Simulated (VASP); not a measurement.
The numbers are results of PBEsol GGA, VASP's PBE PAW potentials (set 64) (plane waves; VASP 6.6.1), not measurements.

The input files of a VASP run:

INCAR:
```
SYSTEM = W(110) slab
PREC = Normal
ENCUT = 400
EDIFF = 1E-6
NELM = 100
ALGO = Normal
LREAL = .FALSE.
LASPH = .TRUE.
ISMEAR = 1
SIGMA = 0.1
GGA = PS
LMAXMIX = 6
LWAVE = .FALSE.
LCHARG = .FALSE.
NELMIN = 4
LDIPOL = .TRUE.
IDIPOL = 3
DIPOL = 0.5 0.5 0.5
LVHAR = .TRUE.
LORBIT = 11
```

File POSCAR:
```
W(110) slab
52.2983750
  0.0522812547   0.0000000000   0.0000000000
 -0.0174270785   0.0492912409   0.0000000000
  0.0000000000   0.0000000000   0.5000000011
W
5
direct
  0.5000000000   0.5000000000   0.3322730750
  0.0000000000   0.0000000000   0.4145870564
  0.5000000000   0.5000000000   0.5000000000
  1.0000000000   1.0000000000   0.5854129436
  0.5000000000   0.5000000000   0.6677269250
```

**KPOINTS**
```
K-points
0
Gamma
 11 11 1
```

POTCAR, in this order: W_sv (PBE.64 set). Program: vasp_std. Read from the step before: WAVECAR.

Unless said otherwise, spin-orbit coupling is left out, though it shifts the bands of the heavy elements here.

Predict the energy per atom (σ→0), band gap (on the k-mesh).

| Quantity | Value |
|---|---|
| energy per atom (σ→0) | -13.171 eV/atom |
| band gap (on the k-mesh) | none (metal, semimetal or under 0.01 eV) |

OSZICAR:
```
       N       E                     dE             d eps       ncg     rms          rms(c)
DAV:   1    -0.658533716115E+02   -0.65853E+02   -0.77539E-05  4070   0.696E-02    0.153E-02
DAV:   2    -0.658534213755E+02   -0.49764E-04   -0.60623E-04  4110   0.195E-01    0.347E-02
DAV:   3    -0.658533571236E+02    0.64252E-04   -0.30542E-04  4122   0.143E-01    0.679E-03
DAV:   4    -0.658533565989E+02    0.52466E-06   -0.72977E-06  3048   0.197E-02
   1 F= -.65853357E+02 E0= -.65853890E+02  d E =0.160000E-02
```

The cell is a thin slab with vacuum, built from W (bcc): (110) face.
